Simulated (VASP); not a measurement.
```xyz
3
Lattice="0.0000 3.3667 3.3667 3.3667 0.0000 3.3667 3.3667 3.3667 0.0000" Properties=species:S:1:pos:R:3 pbc="T T T"
Mg     1.6833     1.6833     1.6833
Mg     5.0500     5.0500     5.0500
Sn     3.3667     6.7334     3.3667
```

Computed with PBE GGA with D4 dispersion, VASP's PBE PAW potentials (set 64) (plane waves; VASP 6.6.1). Run with 520 eV cut-off, 9×9×9 Γ-centred mesh, tetrahedra with Blöchl corrections, potentials Mg Sn_d.

Unless said otherwise, spin-orbit coupling is left out, though it shifts the bands of the heavy elements here.

Q: What does the run give for the energy per atom (σ→0), band gap (on the k-mesh) with the smallest direct gap where there is one?

A: 
| Property | Result |
|---|---|
| band gap (on the k-mesh) | none (metal, semimetal or under 0.01 eV) |
| energy per atom (σ→0) | -2.700 eV/atom |

The compound is Mg2Sn in the antifluorite structure. It was relaxed first.
